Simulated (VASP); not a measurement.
Data:

```xyz
2
Lattice="0.0000 3.2250 3.2250 3.2250 0.0000 3.2250 3.2250 3.2250 0.0000" Properties=species:S:1:pos:R:3 pbc="T T T"
Ba     0.0000     0.0000     0.0000
S      3.2250     3.2250     3.2250
```

The numbers are results of PW91 GGA, VASP's PBE PAW potentials (set 64) (plane waves; VASP 6.6.1), not measurements. Run with 520 eV cut-off, 8×8×8 Γ-centred mesh, tetrahedra with Blöchl corrections, potentials Ba_sv S.

Unless said otherwise, spin-orbit coupling is left out, though it shifts the bands of the heavy elements here.

Q: Estimate the energy per atom (σ→0), band gap (on the k-mesh) with the smallest direct gap where there is one.

A: 
The band gap (on the k-mesh) is 2.14 eV and the smallest direct gap (on the k-mesh) comes out as 2.29 eV. The energy per atom (σ→0) is -496.8 kJ/mol-atom.

Total energies compare only between runs with the same potentials, cut-off and functional.

The compound is BaS in the rock salt structure. It was relaxed first.
